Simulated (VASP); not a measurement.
Consider the following.

```yaml
crystal:
  lattice:
    - [2.21010, -3.43830, 0.00000]
    - [2.21010, 3.43830, 0.00000]
    - [0.00000, 0.00000, 12.67975]
  atoms:
    - { symbol: Hg, position: [0.64239, 0.35761, 0.83277] }
    - { symbol: Hg, position: [0.35761, 0.64239, 0.33277] }
    - { symbol: Br, position: [0.63394, 0.36606, 0.46115] }
    - { symbol: Br, position: [0.36606, 0.63394, 0.96115] }
    - { symbol: Br, position: [0.92222, 0.07778, 0.70608] }
    - { symbol: Br, position: [0.07778, 0.92222, 0.20608] }
```

All values below come from PBEsol GGA, VASP's PBE PAW potentials (set 64) (plane waves; VASP). Numerical set-up: 400 eV cut-off, Gaussian smearing of 0.050 eV, potentials Hg Br.

Unless said otherwise, spin-orbit coupling is left out, though it shifts the bands of the heavy elements here.

**Question.** What does the run give for the band gap (along the path) with the smallest direct gap where there is one?

**Answer.** 
The band gap (along the path) comes out as 2.10 eV and the smallest direct gap (along the path) is 2.15 eV.

The absolute energy has meaning only against runs of the same code, potentials and settings.

The compound is HgBr2 in the sg36 structure. It was relaxed first.
